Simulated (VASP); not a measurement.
# A VASP study of FeNi (Tetrataenite) (PBEsol): structure first, properties next, part 5 of 7

Wanted: the relaxed cell of FeNi (Tetrataenite) and its properties. The start is a cell from a database of measured crystal structures.

VASP 6.6.1, plane waves and PAW; the level of theory is named at each step.

Still holding for the runs below: The magnetic order is the lowest of the few collinear ones that converged above; longer or canted patterns were not tried.

So far, moment of the cell, from the last line of the log (μB): step 2 (magnetic order: ferromagnetic) 3.24; step 8 (full relaxation (PBEsol)) 3.17. The relaxed cell has a = 2.463, c = 3.542 Å (conventional setting).

## Step 12: Density of states (PBEsol)

Level of this step: PBEsol, spin-polarised from a ferromagnetic start; plane waves and PAW (Fe, Ni) (VASP).

Here the states are counted by energy and projected on the atoms. The mesh is finer than in the run before.

INCAR

```
SYSTEM = FeNi
PREC = Accurate
ENCUT = 400
EDIFF = 1E-06
NELM = 100
ISMEAR = -5
SIGMA = 0.2
LREAL = .FALSE.
ALGO = Normal
GGA = PS
NBANDS = 24
ISPIN = 2
MAGMOM = 2.549 0.603
LASPH = .TRUE.
LMAXMIX = 4
LORBIT = 11
LWAVE = .FALSE.
LCHARG = .FALSE.
KPAR = 4
NEDOS = 2001
```

POSCAR

```
FeNi
1.0
    2.4632737774      0.0000000000      0.0000000000
    0.0000000000      2.4632737774      0.0000000000
    0.0000000000      0.0000000000      3.5416083581
Fe Ni
1 1
Direct
    0.0000000000      0.0000000000      0.0000000000
    0.5000000000      0.5000000000      0.5000000000
```

KPOINTS

```
Automatic mesh
0
Gamma
13 13 9
0 0 0
```

The projector-augmented-wave data sets are Fe and Ni (PBE family, release 64).

On the command line:

```sh
$ mpirun -np 4 vasp_std
```

The program printed:

```text
[... set-up lines as in an earlier step ...]
 entering main loop
       N       E                     dE             d eps       ncg     rms          rms(c)
DAV:   1     0.710261373048E+02    0.71026E+02   -0.63643E+03 15440   0.834E+02
DAV:   2    -0.130283860952E+02   -0.84055E+02   -0.74357E+02 14096   0.176E+02
DAV:   3    -0.175895531086E+02   -0.45612E+01   -0.43817E+01 15984   0.461E+01
DAV:   4    -0.176341398932E+02   -0.44587E-01   -0.44570E-01 15624   0.424E+00
DAV:   5    -0.176351696658E+02   -0.10298E-02   -0.10304E-02 16304   0.651E-01    0.166E+01
DAV:   6    -0.157469030678E+02    0.18883E+01   -0.61989E+00 17248   0.526E+01    0.105E+01
DAV:   7    -0.168609192782E+02   -0.11140E+01   -0.48816E+00 18528   0.507E+01    0.215E+01
DAV:   8    -0.151767073905E+02    0.16842E+01   -0.30333E+00 18384   0.360E+01    0.399E+00
DAV:   9    -0.151735461570E+02    0.31612E-02   -0.57998E-02 18104   0.326E+00    0.197E+00
DAV:  10    -0.151646887714E+02    0.88574E-02   -0.74311E-03 22408   0.165E+00    0.747E-01
DAV:  11    -0.151629109234E+02    0.17778E-02   -0.10205E-03 21024   0.543E-01    0.277E-01
DAV:  12    -0.151627478852E+02    0.16304E-03   -0.29599E-04 20416   0.228E-01    0.878E-02
DAV:  13    -0.151627665028E+02   -0.18618E-04   -0.25275E-05 18208   0.816E-02    0.363E-02
DAV:  14    -0.151627859570E+02   -0.19454E-04   -0.27824E-06 15128   0.247E-02    0.166E-02
DAV:  15    -0.151627964885E+02   -0.10532E-04   -0.54305E-07  9368   0.113E-02    0.842E-03
DAV:  16    -0.151627955594E+02    0.92918E-06   -0.28959E-07  7440   0.116E-02
   1 F= -.15162796E+02 E0= -.15162796E+02  d E =0.000000E+00  mag=     3.1021
 -----------------------------------------------------------------------------
|                                                                             |
|           W    W    AA    RRRRR   N    N  II  N    N   GGGG   !!!           |
|           W    W   A  A   R    R  NN   N  II  NN   N  G    G  !!!           |
|           W    W  A    A  R    R  N N  N  II  N N  N  G       !!!           |
|           W WW W  AAAAAA  RRRRR   N  N N  II  N  N N  G  GGG   !            |
|           WW  WW  A    A  R   R   N   NN  II  N   NN  G    G                |
|           W    W  A    A  R    R  N    N  II  N    N   GGGG   !!!           |
|                                                                             |
|     Tetrahedron method does not include variations of the Fermi             |
|     occupations, so forces and stress will be inaccurate. We suggest        |
|     using a different smearing scheme ISMEAR = 1 or 2 for metals in         |
|     relaxations.                                                            |
|                                                                             |
 -----------------------------------------------------------------------------
```

The job ended after 36 s (4 MPI ranks of AMD EPYC 7R43, shared host; peak memory 0.66 GiB).

From OUTCAR (step 12):

```text
   k-points           NKPTS =    140   k-points in BZ     NKDIM =    140   number of bands    NBANDS=     24

   NELECT =      18.0000    total number of electrons

 E-fermi :   7.9368

 spin component 1
 k-point     1 :       0.0000    0.0000    0.0000
  band No.  band energies     occupation
    ...
      7       6.3827      1.00000
      8       6.6266      1.00000
      9       7.3950      1.00000
     10       7.6257      1.00000
     11       7.6257      1.00000
     12      10.1383      0.00000
     13      17.4165      0.00000
     14      23.1746      0.00000
     15      23.1746      0.00000
     16      28.2448      0.00000
    ...

 k-point     2 :       0.0769    0.0000    0.0000
  band No.  band energies     occupation
    ...
      7       6.3899      1.00000
      8       6.5859      1.00000
      9       7.2227      1.00000
     10       7.3175      1.00000
     11       7.5979      1.00000
     12      10.6953      0.00000
     13      17.4419      0.00000
     14      21.7719      0.00000
     15      23.4230      0.00000
     16      28.9679      0.00000
    ...

  Total       -0.0523046     -0.0523046     -0.1230379      0.0000000     -0.0000000     -0.0000000
  in kB       -3.8996381     -3.8996381     -9.1732567      0.0000000     -0.0000000     -0.0000000
  external PRESSURE =      -5.6575109 kB  Pullay stress =       0.0000000 kB

  FREE ENERGIE OF THE ION-ELECTRON SYSTEM (eV)
  ---------------------------------------------------
  free  energy   TOTEN  =       -15.1627955594 eV

  energy  without entropy=      -15.1627955594  energy(sigma->0) =      -15.16279556

 magnetization (x)
# of ion       s       p       d       tot
------------------------------------------
    1       -0.002  -0.022   2.529   2.504
    2       -0.028  -0.065   0.681   0.587
--------------------------------------------------
tot         -0.031  -0.087   3.209   3.092

[... 7 parts as in an earlier step ...]

[... 15 further parts left out ...]
```

With tetrahedra the forces and stress of a metal are not exact derivatives of the energy.

Numbers from this step:

```
electronic steps                                  : 16
irreducible k points                              : 140
Fermi energy                                      : 7.937 eV
pressure                                          : -0.5658 GPa
moment of the cell, from the last line of the log : 3.102 μB
DOS at the Fermi level                            : 1.249 states/eV/cell
```

Spin moment in the PAW sphere by atom:

| atom | spin moment in the PAW sphere (μB) |
| --- | --- |
| Fe1 | 2.50 |
| Ni2 | 0.59 |

The density of states has structure finer than the step of the table below, so its rows give means over 0.5 eV, whole bins alone (the curve runs from -11.8 to 7.91 eV). Peaks (eV: height): total down -1.94: 2.20, -1.33: 2.83, 0.87: 2.30, 1.57: 2.76; total up -2.56: 3.08, -1.68: 2.76, -1.33: 2.63, -0.71: 3.03; Ni d up -2.47: 1.49, -1.68: 1.35, -1.33: 1.35, -0.71: 1.72; Ni d down -2.73: 1.13, -2.38: 1.16, -1.94: 1.40, -1.33: 1.79; Fe d up -2.56: 1.25, -1.68: 1.23, -1.33: 1.14, -0.54: 1.49.

States under -11.8 eV and over 7.9 eV are left out. Density of states against energy, zero at the Fermi level; means over each step; 7 of 14 lines; values in states/eV/cell:

| energy (eV) | total down | total up | Ni d up | Ni d down | Fe d up | Fe d down | Ni p up |
| --- | --- | --- | --- | --- | --- | --- | --- |
| -9.5 | 0 | 0 | 0 | 0 | 0 | 0 | 0 |
| -9.0 | 0.00670 | 0.0156 | 0 | 0 | 0 | 0 | 1.7e-4 |
| -8.5 | 0.0425 | 0.0505 | 9.6e-6 | 0 | 5.7e-5 | 0 | 0.00120 |
| -8.0 | 0.0662 | 0.0736 | 4.7e-4 | 3.0e-4 | 6.1e-4 | 2.3e-4 | 0.00288 |
| -7.5 | 0.0881 | 0.0972 | 0.00133 | 8.5e-4 | 0.00176 | 7.3e-4 | 0.00520 |
| -7.0 | 0.109 | 0.124 | 0.00321 | 0.00208 | 0.00428 | 0.00172 | 0.00803 |
| -6.5 | 0.141 | 0.165 | 0.00737 | 0.00462 | 0.0100 | 0.00358 | 0.0120 |
| -6.0 | 0.160 | 0.209 | 0.0161 | 0.00859 | 0.0235 | 0.00694 | 0.0156 |
| -5.5 | 0.193 | 0.430 | 0.0625 | 0.0165 | 0.114 | 0.0134 | 0.0240 |
| -5.0 | 0.271 | 0.984 | 0.234 | 0.0382 | 0.364 | 0.0285 | 0.0393 |
| -4.5 | 0.491 | 1.42 | 0.502 | 0.124 | 0.581 | 0.0771 | 0.0481 |
| -4.0 | 0.875 | 1.74 | 0.685 | 0.360 | 0.757 | 0.173 | 0.0594 |
| -3.5 | 1.21 | 1.54 | 0.615 | 0.607 | 0.699 | 0.272 | 0.0519 |
| -3.0 | 1.59 | 2.13 | 0.959 | 0.958 | 0.876 | 0.357 | 0.0678 |
| -2.5 | 1.56 | 2.76 | 1.33 | 1.02 | 1.13 | 0.275 | 0.0684 |
| -2.0 | 1.80 | 2.20 | 1.08 | 1.17 | 0.914 | 0.352 | 0.0463 |
| -1.5 | 1.97 | 2.34 | 1.19 | 1.20 | 1.01 | 0.490 | 0.0287 |
| -1.0 | 2.17 | 2.36 | 1.25 | 1.20 | 1.02 | 0.682 | 0.0151 |
| -0.5 | 1.69 | 2.21 | 1.00 | 0.763 | 1.12 | 0.731 | 0.0138 |
| 0.0 | 0.846 | 0.463 | 0.142 | 0.291 | 0.237 | 0.475 | 0.0185 |
| 0.5 | 1.52 | 0.338 | 0.114 | 0.569 | 0.108 | 0.855 | 0.0275 |
| 1.0 | 1.72 | 0.270 | 0.0735 | 0.410 | 0.0793 | 1.20 | 0.0315 |
| 1.5 | 2.25 | 0.240 | 0.0553 | 0.386 | 0.0643 | 1.74 | 0.0351 |
| 2.0 | 0.841 | 0.262 | 0.0514 | 0.131 | 0.0697 | 0.605 | 0.0438 |
| 2.5 | 0.391 | 0.255 | 0.0466 | 0.0659 | 0.0630 | 0.224 | 0.0462 |
| 3.0 | 0.285 | 0.250 | 0.0422 | 0.0498 | 0.0563 | 0.135 | 0.0498 |
| 3.5 | 0.272 | 0.243 | 0.0388 | 0.0423 | 0.0505 | 0.121 | 0.0518 |
| 4.0 | 0.335 | 0.212 | 0.0332 | 0.0432 | 0.0420 | 0.147 | 0.0467 |
| 4.5 | 0.280 | 0.188 | 0.0288 | 0.0391 | 0.0357 | 0.105 | 0.0426 |
| 5.0 | 0.238 | 0.166 | 0.0248 | 0.0341 | 0.0305 | 0.0793 | 0.0389 |
| 5.5 | 0.203 | 0.138 | 0.0203 | 0.0295 | 0.0247 | 0.0605 | 0.0332 |
| 6.0 | 0.172 | 0.0938 | 0.0138 | 0.0251 | 0.0176 | 0.0467 | 0.0212 |
| 6.5 | 0.128 | 0.163 | 0.0252 | 0.0186 | 0.0393 | 0.0324 | 0.0189 |
| 7.0 | 0.0742 | 0.259 | 0.0427 | 0.0107 | 0.0559 | 0.0184 | 0.0298 |
| 7.5 | 0.186 | 0.320 | 0.0515 | 0.0265 | 0.0627 | 0.0577 | 0.0479 |

The finer mesh and the other smearing move the Fermi level by -0.06 eV from the 9×9×6 run, one measure of the sampling error in the zero of the bands above. Of the states within 0.3 eV of the Fermi level, the largest shares in the PAW spheres are Fe d 54 % and Ni d 33 %. The rest lies in smaller channels or between the spheres.

## Step 13: Independent-particle dielectric function (PBEsol)

LOPTICS sums transitions from filled to empty bands. NBANDS is raised for it.

INCAR, as its differences from that of step 12:

```diff
@@ -5,3 +5,3 @@
 NELM = 100
-ISMEAR = -5
+ISMEAR = 1
 SIGMA = 0.2
@@ -10,3 +10,3 @@
 GGA = PS
-NBANDS = 24
+NBANDS = 25
 ISPIN = 2
@@ -19,2 +19,4 @@
 KPAR = 4
-NEDOS = 2001
+LOPTICS = .TRUE.
+NEDOS = 1500
+CSHIFT = 0.1
```

POSCAR is that of step 12.

KPOINTS is that of step 12.

On the command line:

```sh
$ mpirun -np 4 vasp_std
```

The program printed:

```text
[... set-up lines as in an earlier step ...]
 entering main loop
       N       E                     dE             d eps       ncg     rms          rms(c)
DAV:   1     0.752608559366E+02    0.75261E+02   -0.62206E+03 16032   0.803E+02
DAV:   2    -0.125996406040E+02   -0.87860E+02   -0.77390E+02 14599   0.173E+02
DAV:   3    -0.175815133356E+02   -0.49819E+01   -0.47834E+01 16026   0.462E+01
DAV:   4    -0.176328418202E+02   -0.51328E-01   -0.51284E-01 16419   0.443E+00
DAV:   5    -0.176339353008E+02   -0.10935E-02   -0.10934E-02 16523   0.643E-01    0.166E+01
DAV:   6    -0.157257238723E+02    0.19082E+01   -0.57360E+00 18142   0.503E+01    0.105E+01
DAV:   7    -0.167170097210E+02   -0.99129E+00   -0.45981E+00 19091   0.471E+01    0.205E+01
DAV:   8    -0.151836569144E+02    0.15334E+01   -0.29430E+00 18946   0.337E+01    0.412E+00
DAV:   9    -0.151785682074E+02    0.50887E-02   -0.53591E-02 19064   0.317E+00    0.197E+00
DAV:  10    -0.151664119095E+02    0.12156E-01   -0.68123E-03 22841   0.160E+00    0.740E-01
DAV:  11    -0.151653731417E+02    0.10388E-02   -0.89247E-04 20975   0.453E-01    0.272E-01
DAV:  12    -0.151653311609E+02    0.41981E-04   -0.27111E-04 21580   0.212E-01    0.945E-02
DAV:  13    -0.151653342139E+02   -0.30531E-05   -0.22128E-05 19612   0.892E-02    0.413E-02
DAV:  14    -0.151653382724E+02   -0.40585E-05   -0.22034E-06 14283   0.273E-02    0.161E-02
DAV:  15    -0.151653382378E+02    0.34621E-07   -0.74234E-07  9541   0.120E-02
   1 F= -.15165338E+02 E0= -.15166969E+02  d E =0.489172E-02  mag=     3.1435
 optical routines
 imaginary and real dielectric function
 recalculating local potential from charge density
 direction            1
 direction            2
 direction            3
```

Run time: 41 s. Hardware: 4 MPI ranks; peak memory 1 GiB; 2.7 min of CPU time.

From OUTCAR (step 13):

```text
   k-points           NKPTS =    140   k-points in BZ     NKDIM =    140   number of bands    NBANDS=     25

   NELECT =      18.0000    total number of electrons

 E-fermi :   7.9294

 spin component 1
 k-point     1 :       0.0000    0.0000    0.0000
  band No.  band energies     occupation
    ...
      7       6.3690      1.00000
      8       6.6183      1.00000
      9       7.3866      1.00042
     10       7.6152      1.02439
     11       7.6152      1.02439
     12      10.1344     -0.00000
     13      17.4098      0.00000
     14      23.1711      0.00000
     15      23.1711      0.00000
     16      28.2379      0.00000
    ...

 k-point     2 :       0.0769    0.0000    0.0000
  band No.  band energies     occupation
    ...
      7       6.3762      1.00000
      8       6.5776      1.00000
      9       7.2130      1.00000
     10       7.3090      1.00005
     11       7.5875      1.01812
     12      10.6905     -0.00000
     13      17.4352      0.00000
     14      21.7677      0.00000
     15      23.4195      0.00000
     16      28.9616      0.00000
    ...

  Total        0.0018933      0.0018933     -0.1178336      0.0000000      0.0000000      0.0000000
  in kB        0.1411538      0.1411538     -8.7852473      0.0000000      0.0000000      0.0000000
  external PRESSURE =      -2.8343132 kB  Pullay stress =       0.0000000 kB

  FREE ENERGIE OF THE ION-ELECTRON SYSTEM (eV)
  ---------------------------------------------------
  free  energy   TOTEN  =       -15.1653382378 eV

  energy  without entropy=      -15.1702299589  energy(sigma->0) =      -15.16696881

 plasma frequency squared (from intraband transitions) (eV^2)
  --------------------------------------------------------------------------------------
      29.043       0.000       0.000
       0.000      29.043      -0.000
       0.000      -0.000      30.060

 magnetization (x)
# of ion       s       p       d       tot
------------------------------------------
    1       -0.002  -0.021   2.544   2.521
    2       -0.028  -0.064   0.702   0.611
--------------------------------------------------
tot         -0.029  -0.085   3.245   3.131

[... 8 parts as in an earlier step ...]

[... 14 further parts left out ...]
```

These are independent-particle spectra without excitons or local fields, and fine structure depends on the mesh and on CSHIFT. The intraband (Drude) part is not in this spectrum.

Numbers from this step:

- electronic steps: 15
- bands: 25
- free energy (TOTEN): -15.17 eV
- Fermi energy: 7.929 eV
- pressure: -0.2834 GPa
- moment of the cell, from the last line of the log: 3.143 μB

Imaginary dielectric function against photon energy; read off at these points:

| photon energy (eV) | xx | zz |
| --- | --- | --- |
| 0 | 0 | 0 |
| 1 | 43.7 | 33.3 |
| 2 | 27.0 | 27.8 |
| 3 | 14.8 | 16.4 |
| 4 | 9.83 | 7.95 |
| 5 | 4.96 | 5.32 |
| 6 | 4.32 | 3.98 |
| 7 | 3.16 | 4.05 |
| 8 | 3.06 | 2.79 |
| 9 | 2.53 | 2.67 |
| 10 | 2.45 | 2.22 |
| 11 | 2.11 | 1.97 |
| 12 | 1.79 | 1.85 |
| 13 | 1.76 | 1.61 |
| 14 | 1.53 | 1.74 |
| 15 | 1.62 | 1.77 |
| 16 | 1.74 | 1.65 |
| 17 | 1.60 | 1.51 |
| 18 | 1.32 | 1.40 |
| 19 | 1.35 | 1.38 |
| 20 | 1.11 | 1.01 |
| 21 | 0.970 | 1.10 |
| 22 | 0.951 | 0.885 |
| 23 | 0.966 | 1.02 |
| 24 | 0.971 | 0.961 |

Real dielectric function against photon energy:

| photon energy (eV) | xx | zz |
| --- | --- | --- |
| 0.0 | 55.0 | 46.7 |
| 0.5 | 58.1 | 47.2 |
| 1.0 | 28.1 | 28.0 |
| 1.5 | 9.34 | 13.1 |
| 2.0 | -2.69 | 4.83 |
| 2.5 | -2.29 | 3.12 |
| 3.0 | -3.29 | -7.96 |
| 3.5 | -3.83 | -5.03 |
| 4.0 | -4.78 | -3.35 |
| 4.5 | -3.79 | -2.18 |
| 5.0 | -1.40 | -0.738 |
| 5.5 | -1.98 | -1.69 |
| 6.0 | -0.871 | -0.906 |
| 6.5 | -1.49 | -0.267 |
| 7.0 | -1.45 | -1.99 |
| 7.5 | -0.826 | -1.23 |
| 8.0 | -0.630 | -0.465 |
| 8.5 | -0.386 | -0.0970 |
| 9.0 | -0.293 | -0.364 |
| 9.5 | 0.0220 | -0.479 |
| 10.0 | -0.234 | -0.0803 |
| 10.5 | 0.0400 | 0.0493 |
| 11.0 | -0.107 | 0.0797 |
| 11.5 | 0.0266 | 0.113 |
| 12.0 | 0.285 | 0.187 |
| 12.5 | 0.296 | 0.143 |
| 13.0 | 0.265 | 0.286 |
| 13.5 | 0.355 | 0.540 |
| 14.0 | 0.612 | 0.359 |
| 14.5 | 0.599 | 0.501 |
| 15.0 | 0.474 | 0.510 |
| 15.5 | 0.427 | 0.247 |
| 16.0 | 0.344 | 0.453 |
| 16.5 | 0.209 | 0.0871 |
| 17.0 | 0.342 | 0.162 |
| 17.5 | 0.158 | 0.249 |
| 18.0 | 0.158 | 0.256 |
| 18.5 | 0.250 | 0.220 |
| 19.0 | 0.216 | 0.139 |
| 19.5 | 0.251 | 0.115 |
| 20.0 | 0.136 | 0.193 |
| 20.5 | 0.271 | 0.364 |
| 21.0 | 0.249 | 0.296 |
| 21.5 | 0.333 | 0.216 |
| 22.0 | 0.343 | 0.300 |
| 22.5 | 0.352 | 0.468 |
| 23.0 | 0.490 | 0.328 |
| 23.5 | 0.396 | 0.354 |
| 24.0 | 0.286 | 0.254 |
| 24.5 | 0.352 | 0.321 |

(Continued in part 6 of 7.)

[Lines on the potential files, build, host, timing and source positions are cut from VASP's logs without a mark.]

[Logs are printed without paths, hosts, clocks, repeated set-up lines and the standing remarks that a program may print on its own settings, such as how far it seeks lower states.]

[Hosts, paths, dates, database ids (printed as entryN), source tags and the programs' standing remarks are cut or masked in the printed files.]

[A measured line is paired with the nearest computed mode of its activity, which favours agreement.]
